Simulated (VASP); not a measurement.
Here is the system:

```xyz
6
Lattice="4.2031 0.0000 0.0000 0.0000 4.2031 0.0000 0.0000 0.0000 4.2031" Properties=species:S:1:pos:R:3 pbc="T T T"
Cu     3.1523     1.0508     3.1523
Cu     1.0508     3.1523     3.1523
Cu     3.1523     3.1523     1.0508
Cu     1.0508     1.0508     1.0508
O      0.0000     0.0000     0.0000
O      2.1015     2.1015     2.1015
```

The numbers are results of SCAN meta-GGA, VASP's PBE PAW potentials (set 64) (plane waves; VASP), not measurements. Run with 520 eV cut-off, 5×5×5 Γ-centred mesh, Gaussian smearing of 0.050 eV, potentials Cu O.

**Question.** Give the stress tensor in GPa (positive for a compressed cell).

**Answer.** 
```
4.90  0.00  0.00
0.00  4.90  0.00
0.00  0.00  4.90
```
The pressure is its mean diagonal, 4.90 GPa.

The compound is Cu2O in the cuprite structure. This cell is one point of a volume scan, at 0.97 of the reference volume.
